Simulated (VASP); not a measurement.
Level of theory: PBE GGA with D3 dispersion (zero damping), VASP's PBE PAW potentials (set 64) (plane waves; VASP 6.6.1).

VASP input:

File POSCAR:
```
Gd
1
    1.8150000000    -3.1436720000     0.0000000000
    1.8150000000     3.1436720000     0.0000000000
    0.0000000000     0.0000000000     5.7800000000
Gd
2
Direct
  0.3333330000   0.6666670000   0.2500000000
  0.6666670000   0.3333330000   0.7500000000
```

### KPOINTS
```
Automatic mesh
0
Gamma
10 10 6
0 0 0
```

### INCAR
```
SYSTEM = Gd
PREC = Accurate
ENCUT = 520
EDIFF = 1E-6
NELM = 100
ALGO = Normal
LREAL = .FALSE.
LASPH = .TRUE.
ISMEAR = 1
SIGMA = 0.1
GGA = PE
IVDW = 11
LMAXMIX = 6
LWAVE = .FALSE.
LCHARG = .FALSE.
IBRION = 2
ISIF = 3
NSW = 60
EDIFFG = -0.01
```

POTCAR, in this order: Gd_3 (PBE.64 set). Program: vasp_std.

The 4f electrons are frozen in the core of the lanthanide potential, so 4f levels, which can set the real gap, and their magnetism are missing. Energy and stress use the plane-wave basis of the starting cell.

Question: Predict the energy per atom (σ→0), dispersion energy, volume per atom, band gap (on the k-mesh).

Answer: 
| Item | Value |
|---|---|
| energy per atom (σ→0) | -4.958 eV/atom |
| dispersion energy | -0.777 eV |
| band gap (on the k-mesh) | none (metal, semimetal or under 0.01 eV) |
| volume per atom | 31.18 Å³/atom |

### OSZICAR
```
...
   5 F= -.99149893E+01 E0= -.99155140E+01  d E =-.110097E-03
       N       E                     dE             d eps       ncg     rms          rms(c)
DAV:   1    -0.913899742553E+01   -0.16750E-02   -0.41180E-02  1466   0.148E+00    0.130E-01
DAV:   2    -0.913841955189E+01    0.57787E-03   -0.73403E-04  1681   0.221E-01    0.884E-02
DAV:   3    -0.913817676898E+01    0.24278E-03   -0.32021E-04  1849   0.136E-01    0.416E-02
DAV:   4    -0.913817368967E+01    0.30793E-05   -0.50949E-05  1924   0.509E-02    0.231E-02
DAV:   5    -0.913817313256E+01    0.55711E-06   -0.17164E-06  1052   0.105E-02
   6 F= -.99150562E+01 E0= -.99155894E+01  d E =-.176921E-03
```

The compound is Gd in the hcp structure. This run relaxes it. Symmetry was kept, so distortions that lower it aren't found.
